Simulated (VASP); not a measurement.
# HfIn2Se5 (P3m1) in VASP: notebook

One crystal, HfIn2Se5, is run at these levels: PBE; tasks: relaxation of cell and atoms.

Everything below comes from runs of VASP 6.6.1. Logs are shortened: lines on timing, memory, paths and dates and some standing lists are left out, and cuts for length are marked.

### 1 The crystal as given

The structure is trigonal, space group P3m1 (No. 156). Conventional cell: a = 3.993 Å, b = 3.993 Å, c = 17.068 Å, α = 90.00°, β = 90.00°, γ = 120.00°. Around Hf (site symmetry 3m) lie 6 Se at 2.73 to 2.74 Å. Around In (site symmetry 3m) lie 4 Se at 2.56 to 2.65 Å. In (site symmetry 3m) has 6 Se at 2.69 to 2.88 Å as nearest neighbours. Se (site symmetry 3m) is surrounded by 3 In at 2.65 Å. Se (site symmetry 3m) has 4 In at 2.56 to 2.88 Å as nearest neighbours. Se (site symmetry 3m) is surrounded by 3 In at 2.69 Å. Se (site symmetry 3m) is surrounded by 3 Hf at 2.73 Å. Se (site symmetry 3m) is surrounded by 3 Hf at 2.74 Å.

The cell was built by a generator and needn't be a form met in nature.

### 2 Relaxation of cell and atoms, PBE

Input file INCAR:

```
  PREC = Accurate
  ENCUT = 520
  EDIFF = 1E-6
  ISMEAR = 0
  SIGMA = 0.03
  LREAL = False
  LASPH = True
  NELM = 120
  ALGO = Normal
  ISIF = 3
  LWAVE = False
  LCHARG = False
  GGA = PE
  IBRION = 2
  NSW = 90
  EDIFFG = -0.01
  KPAR = 4
```

Input file KPOINTS:

```
Automatic mesh
0
Gamma
  8 8 2
```

Input file POSCAR:

```
HfIn2Se5
1.0
    3.9928579300      0.0000000000      0.0000000000
   -1.9964289700      3.4579164000      0.0000000000
    0.0000000000      0.0000000000     17.0680000000
Hf In Se
1 2 5
Direct
    0.0000000000      0.0000000000      0.0000585900
    0.6666666700      0.3333333300      0.6269041500
    0.3333333300      0.6666666700      0.3760253100
    0.0000000000      0.0000000000      0.7030700700
    0.6666666700      0.3333333300      0.4770916300
    0.0000000000      0.0000000000      0.2948793100
    0.3333333300      0.6666666700      0.0856573700
    0.6666666700      0.3333333300      0.9133466100
```

Potentials or basis: VASP PAW PBE potentials, release 64 (Hf_pv, In_d, Se).

Started as:

```sh
$ cat potpaw_PBE.64/Hf_pv/POTCAR potpaw_PBE.64/In_d/POTCAR potpaw_PBE.64/Se/POTCAR > POTCAR
$ mpirun -np 4 vasp_std > vasp.out
```

OUTCAR:

```text
PREC = Accurate
   ENCUT = 520
   EDIFF = 1E-6
   ISMEAR = 0
   LREAL = False
   LASPH = True
   NELM = 120
   ISIF = 3
   GGA = PE
   IBRION = 2
   NSW = 90
   EDIFFG = -0.01

 ion  position               nearest neighbor table
   1  0.000  0.000  0.000-   7 2.73   7 2.73   7 2.73   8 2.74   8 2.74   8 2.74
   2  0.667  0.333  0.627-   5 2.56   4 2.65   4 2.65   4 2.65
   3  0.333  0.667  0.376-   6 2.69   6 2.69   6 2.69   5 2.88   5 2.88   5 2.88
   4  0.000  0.000  0.703-   2 2.65   2 2.65   2 2.65
   5  0.667  0.333  0.477-   2 2.56   3 2.88   3 2.88   3 2.88
   6  0.000  0.000  0.295-   3 2.69   3 2.69   3 2.69
   7  0.333  0.667  0.086-   1 2.73   1 2.73   1 2.73
   8  0.667  0.333  0.913-   1 2.74   1 2.74   1 2.74

  LATTYP: Found a hexagonal cell.
 ALAT       =     3.9928579300
 C/A-ratio  =     4.2746324310

  Lattice vectors:

 A1 = (   3.9928579300,   0.0000000000,   0.0000000000)
 A2 = (  -1.9964289700,   3.4579164000,   0.0000000000)
 A3 = (   0.0000000000,   0.0000000000,  17.0680000000)

Analysis of symmetry for initial positions (statically):
=====================================================================
 Subroutine PRICEL returns:
 Original cell was already a primitive cell.

 Routine SETGRP: Setting up the symmetry group for a
 hexagonal supercell.

 Subroutine GETGRP returns: Found  6 space group operations
 (whereof  6 operations were pure point group operations)
 out of a pool of 24 trial point group operations.

The static configuration has the point symmetry C_3v.

Analysis of symmetry for dynamics (positions and initial velocities):
=====================================================================
 Subroutine PRICEL returns:
 Original cell was already a primitive cell.

 Routine SETGRP: Setting up the symmetry group for a
 hexagonal supercell.

 Subroutine GETGRP returns: Found  6 space group operations
 (whereof  6 operations were pure point group operations)
 out of a pool of 24 trial point group operations.

The dynamic configuration has the point symmetry C_3v.

 Subroutine INISYM returns: Found  6 space group operations
 (whereof  6 operations are pure point group operations),
 and found     1 'primitive' translations

----------------------------------------------------------------------------------------

                                     Primitive cell

  volume of cell :     235.6573

  direct lattice vectors                    reciprocal lattice vectors
     3.992857930  0.000000000  0.000000000     0.250447178  0.144595746  0.000000000
    -1.996428970  3.457916400  0.000000000     0.000000000  0.289191491  0.000000000
     0.000000000  0.000000000 17.068000000     0.000000000  0.000000000  0.058589173

  length of vectors
     3.992857930  3.992857932 17.068000000     0.289191491  0.289191491  0.058589173

  position of ions in fractional coordinates (direct lattice)
     0.000000000  0.000000000  0.000058590
     0.666666670  0.333333330  0.626904150
     0.333333330  0.666666670  0.376025310
     0.000000000  0.000000000  0.703070070
     0.666666670  0.333333330  0.477091630
     0.000000000  0.000000000  0.294879310
     0.333333330  0.666666670  0.085657370
     0.666666670  0.333333330  0.913346610

  ion indices of the primitive-cell ions
   primitive index   ion index
                 1           1
                 2           2
                 3           3
                 4           4
                 5           5
                 6           6
                 7           7
                 8           8

----------------------------------------------------------------------------------------

 KPOINTS: Automatic mesh

Automatic generation of k-mesh.
 Grid dimensions read from file:
 generate k-points for:    8    8    2

 Generating k-lattice:

  Cartesian coordinates                     Fractional coordinates (reciprocal lattice)
     0.031305897  0.018074468  0.000000000     0.125000000 -0.000000000  0.000000000
     0.000000000  0.036148936  0.000000000     0.000000000  0.125000000  0.000000000
     0.000000000  0.000000000  0.029294586     0.000000000  0.000000000  0.500000000

  Length of vectors
     0.036148936  0.036148936  0.029294586

  Shift w.r.t. Gamma in fractional coordinates (k-lattice)
     0.000000000  0.000000000  0.000000000

 Subroutine IBZKPT returns following result:
 ===========================================

 Found     20 irreducible k-points:

 Following reciprocal coordinates:
            Coordinates               Weight
  0.000000  0.000000  0.000000      1.000000
  0.125000  0.000000  0.000000      6.000000
  0.250000  0.000000  0.000000      6.000000
  0.375000 -0.000000  0.000000      6.000000
  0.500000  0.000000  0.000000      3.000000
  0.125000  0.125000  0.000000      6.000000
[... 12 lines left out ...]
  0.250000  0.250000  0.500000      6.000000
  0.375000  0.250000  0.500000      6.000000
   k-points           NKPTS =     20   k-points in BZ     NKDIM =     20   number of bands    NBANDS=     39
   number of dos      NEDOS =    301   number of ions     NIONS =      8
   total plane-waves  NPLWV = 115200
   dimension x,y,z NGX =    30 NGY =   30 NGZ =  128
   dimension x,y,z NGXF=    60 NGYF=   60 NGZF=  256
   ions per type =               1   2   5
   NGX,Y,Z   is equivalent  to a cutoff of  12.49, 12.49, 12.47 a.u.
   NGXF,Y,Z  is equivalent  to a cutoff of  24.98, 24.98, 24.93 a.u.
 SYSTEM =  unknown system
   PREC   = accura    normal or accurate (medium, high low for compatibility)
   ISTART =      0    job   : 0-new  1-cont  2-samecut
   ICHARG =      2    charge: 1-file 2-atom 10-const
   ISPIN  =      1    spin polarized calculation?
   LNONCOLLINEAR =      F non collinear calculations
   LSORBIT =      F    spin-orbit coupling
   LASPH  =      T    aspherical Exc in radial PAW
   ENCUT  =  520.0 eV  38.22 Ry    6.18 a.u.   7.42  7.42 31.74*2*pi/ulx,y,z
   NELM   =    120;   NELMIN=  2; NELMDL= -5     # of ELM steps
   EDIFF  = 0.1E-05   stopping-criterion for ELM
   LREAL  =      F    real-space projection
   EDIFFG = -.1E-01   stopping-criterion for IOM
   NSW    =     90    number of steps for IOM
   IBRION =      2    ionic relax: 0-MD 1-quasi-New 2-CG
   NFREE  =      1    steps in history (QN), initial steepest desc. (CG)
   ISIF   =      3    stress and relaxation
   ISYM   =      2    0-nonsym 1-usesym 2-fastsym
   POTIM  = 0.5000    time-step for ionic-motion
   TEBEG  =    0.0;   TEEND  =   0.0 temperature during run
   PSTRESS=    0.0 pullay stress
   NELECT =      66.0000    total number of electrons
   NUPDOWN=      -1.0000    fix difference up-down
   EMIN   =  10.00;   EMAX   =-10.00  energy-range for DOS
   EFERMI =   0.00;   METHOD = LEGACY
   ISMEAR =     0;   SIGMA  =   0.03  broadening in eV -4-tet -1-fermi 0-gaus
   EFERMI_NEDOS =   21; number of points for ismear=-14 and -15
   IALGO  =     38    algorithm
   IMIX   =      4    mixing-type and parameters
     AMIX     =   0.40;   BMIX     =  1.00
     AMIX_MAG =   1.60;   BMIX_MAG =  1.00
  volume/ion in A,a.u.               =      29.46       198.79
  Fermi-wavevector in a.u.,A,eV,Ry     =   1.071098  2.024081 15.609292  1.147251
  Thomas-Fermi vector in A             =   2.206828
   LORBIT       =      0    0 simple, 1 ext, 2 COOP (PROOUT), +10 PAW based schemes
   GGA     = PE    functional components
   LHFCALC =     F    Hartree Fock is set to
   AEXX    =    0.0000 exact exchange contribution
   IVDW    =     0    specifies the selected vdW correction
   LEPSILON=     F    determine dielectric tensor
   LRPA    =     F    only Hartree local field effects (RPA)
 conjugate gradient relaxation of ions
 non-spin polarized calculation
 Gauss-broadening in eV      SIGMA  =   0.03
  energy-cutoff  :      520.00
  volume of cell :      235.66
 maximum number of plane-waves:      6393
 NGX is ok and might be reduce to    30
   NGX = 15   NGY = 15   NGZ = 63

--------------------------------------- Ionic step        1  -------------------------------------------

 number of electron      65.9999993 magnetization

 Free energy of the ion-electron system (eV)
  ---------------------------------------------------
  ext. energy  EPLUGINS =         0.00000000
  ---------------------------------------------------
  free energy    TOTEN  =       -38.90863555 eV

  energy without entropy =      -38.90863555  energy(sigma->0) =      -38.90863555

------------------------ aborting loop because EDIFF is reached ----------------------------------------

  FORCE on cell =-STRESS in cart. coord.  units (eV):
  Direction    XX          YY          ZZ          XY          YZ          ZX
  --------------------------------------------------------------------------------------
  -------------------------------------------------------------------------------------
  Total       -1.0679416     -1.0679416     -0.3829686      0.0000000      0.0000000     -0.0000000
  in kB       -7.2606770     -7.2606770     -2.6037108      0.0000000      0.0000000     -0.0000000
  external PRESSURE =      -5.7083549 kB  Pullay stress =       0.0000000 kB
[... 107 lines left out ...]
  FREE ENERGIE OF THE ION-ELECTRON SYSTEM (eV)
  ---------------------------------------------------
  free  energy   TOTEN  =       -38.9140992479 eV

  energy  without entropy=      -38.9140992479  energy(sigma->0) =      -38.91409925

[... ionic steps 4 to 28 ...]

--------------------------------------- Ionic step       29  -------------------------------------------

 number of electron      65.9999991 magnetization

------------------------ aborting loop because EDIFF is reached ----------------------------------------

  FORCE on cell =-STRESS in cart. coord.  units (eV):
  Direction    XX          YY          ZZ          XY          YZ          ZX
  --------------------------------------------------------------------------------------
  -------------------------------------------------------------------------------------
  Total        0.0337872      0.0337872      0.0394087     -0.0000000      0.0000000      0.0000000
  in kB        0.2254619      0.2254619      0.2629740     -0.0000000      0.0000000      0.0000000
  external PRESSURE =       0.2379659 kB  Pullay stress =       0.0000000 kB
[... 69 lines left out ...]
  energy  without entropy=      -38.9221134544  energy(sigma->0) =      -38.92211345

--------------------------------------- Ionic step       31  -------------------------------------------

 number of electron      65.9999991 magnetization

 Free energy of the ion-electron system (eV)
  ---------------------------------------------------
  ext. energy  EPLUGINS =         0.00000000
  ---------------------------------------------------
  free energy    TOTEN  =       -38.92211544 eV

  energy without entropy =      -38.92211544  energy(sigma->0) =      -38.92211544

 E-fermi :   2.7448     XC(G=0):  -8.5937

 val. band max:        2.5426003461   @ k =   0.1250   0.0000   0.5000
 cond. band min:       3.2754700590   @ k =   0.5000   0.0000   0.5000
 fundamental gap:      0.7328697129
 Fermi energy:         2.7447653737

 k-point     1 :       0.0000    0.0000    0.0000
  band No.  band energies     occupation
      1     -29.1941      2.00000
      2     -29.1150      2.00000
      3     -29.1150      2.00000
      4     -12.2907      2.00000
      5     -12.1706      2.00000
      6     -12.1706      2.00000
[... 864 lines left out ...]
  FREE ENERGIE OF THE ION-ELECTRON SYSTEM (eV)
  ---------------------------------------------------
  free  energy   TOTEN  =       -38.9221154434 eV

  energy  without entropy=      -38.9221154434  energy(sigma->0) =      -38.92211544

 reached required accuracy - stopping structural energy minimisation
```

It took 8 min on 4 MPI ranks of Intel Xeon 6975P-C (Granite Rapids), shared host; peak memory 0.47 GiB.

Results:

```
Free energy                            : -38.9221 eV
Relaxed volume                         : 30.02 Å³/atom
Relaxed cell                           : a = 3.965 Å, b = 3.965 Å, c = 17.636 Å, α = 90.00°, β = 90.00°, γ = 120.00°
Space group after relaxing (to 0.05 Å) : P3m1 (No. 156)
Energy gained by relaxing              : 1.7 meV/atom
Ionic steps                            : 31
Pressure after relaxing                : 0.0 GPa
Largest force after relaxing           : 0.007 eV/Å
Band gap on the k mesh                 : 0.73 eV, indirect (least direct gap 0.93 eV)
```

Forces in eV/Å, atoms in the order of the input:
```
Hf   0.000  0.000 -0.001
In   0.000  0.000  0.003
In   0.000  0.000  0.001
Se   0.000  0.000 -0.003
Se   0.000  0.000 -0.007
Se   0.000  0.000  0.006
Se   0.000  0.000  0.001
Se   0.000  0.000  0.000
```

Step by step:
| step | energy change (eV) | largest force (eV/Å) | pressure (GPa) | volume (Å³) |
| --- | --- | --- | --- | --- |
| 1 | 0.0000 | 0.0902 | -0.57 | 235.66 |
| 2 | -0.0044 | 0.1196 | 0.36 | 232.09 |
| 3 | -0.0055 | 0.1005 | 0.07 | 233.18 |
| 4 | -0.0071 | 0.0611 | 0.04 | 233.08 |
| 5 | -0.0077 | 0.0589 | 0.00 | 232.95 |
| 6 | -0.0077 | 0.0513 | 0.01 | 232.97 |
| 7 | -0.0080 | 0.0484 | 0.01 | 233.03 |
| 8 | -0.0083 | 0.0492 | -0.01 | 233.22 |
| 9 | -0.0085 | 0.0483 | 0.02 | 233.24 |
| 10 | -0.0088 | 0.0456 | 0.08 | 233.30 |
| 11 | -0.0091 | 0.0440 | 0.05 | 233.58 |
| 12 | -0.0096 | 0.0643 | -0.06 | 234.44 |
| 13 | -0.0097 | 0.0757 | -0.11 | 234.79 |
| 14 | -0.0098 | 0.0730 | -0.10 | 234.89 |
| 15 | -0.0103 | 0.0647 | -0.08 | 235.20 |
| 16 | -0.0109 | 0.0713 | -0.04 | 235.81 |
| 17 | -0.0111 | 0.1117 | 0.03 | 237.02 |
| 18 | -0.0116 | 0.0941 | 0.04 | 237.43 |
| 19 | -0.0125 | 0.0832 | 0.06 | 238.65 |
| 20 | -0.0121 | 0.1326 | 0.12 | 241.09 |
| 21 | -0.0126 | 0.0791 | 0.08 | 239.60 |
| 22 | -0.0130 | 0.0460 | -0.02 | 240.15 |
| 23 | -0.0131 | 0.0326 | -0.09 | 240.47 |
| 24 | -0.0133 | 0.0186 | -0.05 | 240.37 |
| 25 | -0.0134 | 0.0325 | -0.02 | 240.26 |
| 26 | -0.0135 | 0.0153 | 0.01 | 240.16 |
| 27 | -0.0135 | 0.0115 | 0.01 | 240.11 |
| 28 | -0.0135 | 0.0119 | 0.02 | 240.09 |
| 29 | -0.0135 | 0.0118 | 0.02 | 240.10 |
| 30 | -0.0135 | 0.0102 | -0.01 | 240.21 |
| 31 | -0.0135 | 0.0065 | 0.00 | 240.16 |

Final structure:
```
Hf In Se
1.0
     3.96539    0.00000    0.00000
    -1.98269    3.43413    0.00000
     0.00000    0.00000   17.63618
Hf In Se
1 2 5
Cartesian
  0.0000 0.0000 0.0015
  1.9827 1.1447 10.9686
  0.0000 2.2894 6.7072
  0.0000 0.0000 12.2839
  1.9827 1.1447 8.4224
  0.0000 0.0000 5.3188
  0.0000 2.2894 1.4737
  1.9827 1.1447 16.1455
```

Levels at points of the mesh, in eV from the valence-band top:
```tsv
k point	band 29	band 30	band 31	band 32	band 33	band 34	band 35	band 36	band 37	band 38
(0.00, 0.00, 0.00)	-0.44	-0.35	-0.35	-0.04	-0.04	0.89	1.17	1.17	1.75	2.21
(0.50, 0.00, 0.00)	-1.72	-1.60	-1.54	-0.99	-0.25	0.74	1.40	1.82	2.42	2.52
(0.00, 0.00, 0.50)	-0.44	-0.35	-0.35	-0.04	-0.04	1.02	1.17	1.17	1.73	2.18
(0.50, 0.00, 0.50)	-1.72	-1.60	-1.53	-1.00	-0.25	0.73	1.40	1.83	2.42	2.52
```

Caveat: spin-orbit coupling is left out, which moves the levels of the heavy elements; this functional lacks dispersion, which binds the layers, so the pressure and a relaxed spacing across them are unreliable. A k mesh can miss the band edges.

### 3 Relaxation of cell and atoms, PBE

This run uses another cell than the first one, of 30.02 Å³/atom, 1.019 times its volume.

Edit INCAR of step 2 so:

```diff
@@ -2,3 +2,3 @@
   ENCUT = 520
-  EDIFF = 1E-6
+  EDIFF = 1E-7
   ISMEAR = 0
@@ -14,4 +14,5 @@
   IBRION = 2
-  NSW = 90
-  EDIFFG = -0.01
+  NSW = 60
+  EDIFFG = -0.005
+  POTIM = 0.3
   KPAR = 4
```

KPOINTS is that of step 2.

Input file POSCAR:

```
HfIn2Se5                                
1.0
    3.9653870877      0.0000000000      0.0000000000
   -1.9826935488      3.4341259527     -0.0000000000
    0.0000000000     -0.0000000000     17.6361834665
  Hf              In              Se            
     1     2     5
Direct
     0.0000000000000000    0.0000000000000000    0.0000840249705767
     0.6666666699999979    0.3333333300000021    0.6219347596782707
     0.3333333300000021    0.6666666699999979    0.3803106979115622
     0.0000000000000000    0.0000000000000000    0.6965148354357648
     0.6666666699999979    0.3333333300000021    0.4775651176463800
     0.0000000000000000    0.0000000000000000    0.3015862078685690
     0.3333333300000021    0.6666666699999979    0.0835628680259824
     0.6666666699999979    0.3333333300000021    0.9154745284628962
```

Potentials or basis: VASP PAW PBE potentials, release 64 (Hf_pv, In_d, Se).

Started as:

```sh
$ cat potpaw_PBE.64/Hf_pv/POTCAR potpaw_PBE.64/In_d/POTCAR potpaw_PBE.64/Se/POTCAR > POTCAR
$ mpirun -np 4 vasp_std > vasp.out
```

Wall time 66 s (4 MPI ranks of Intel Xeon 6975P-C (Granite Rapids), shared host); peak memory 0.49 GiB.

The run converged. Its results:

- Free energy: -38.9227 eV
- Energy gained by relaxing: 0.0 meV/atom
- Ionic steps: 3
- Pressure after relaxing: 0.0 GPa
- Largest force after relaxing: 0.005 eV/Å
- Band gap on the k mesh: 0.73 eV, indirect (least direct gap 0.93 eV)

Forces on the atoms (eV/Å):
```
Hf   0.000  0.000  0.000
In   0.000  0.000 -0.005
In   0.000  0.000  0.001
Se   0.000  0.000 -0.001
Se   0.000  0.000  0.001
Se   0.000  0.000  0.004
Se   0.000  0.000 -0.001
Se   0.000  0.000  0.001
```

Final structure:
```xyz
8
Lattice="3.9654 0.0000 0.0000 -1.9827 3.4341 0.0000 0.0000 0.0000 17.6374" Properties=species:S:1:pos:R:3 pbc="T T T"
Hf    0.0000    0.0000    0.0014
In    1.9827    1.1447   10.9695
In    0.0000    2.2894    6.7077
Se    0.0000    0.0000   12.2846
Se    1.9827    1.1447    8.4226
Se    0.0000    0.0000    5.3196
Se    0.0000    2.2894    1.4739
Se    1.9827    1.1447   16.1466
```

Levels at points of the mesh, in eV from the valence-band top:
```tsv
k point	band 30	band 31	band 32	band 33	band 34	band 35	band 36	band 37
(0.00, 0.00, 0.00)	-0.35	-0.35	-0.04	-0.04	0.89	1.17	1.17	1.75
(0.50, 0.00, 0.00)	-1.60	-1.54	-0.99	-0.25	0.74	1.40	1.82	2.42
(0.00, 0.00, 0.50)	-0.35	-0.35	-0.04	-0.04	1.01	1.17	1.17	1.73
(0.50, 0.00, 0.50)	-1.60	-1.53	-1.00	-0.25	0.73	1.40	1.83	2.42
```

Caveat: spin-orbit coupling is left out, which moves the levels of the heavy elements; this functional lacks dispersion, which binds the layers, so the pressure and a relaxed spacing across them are unreliable.
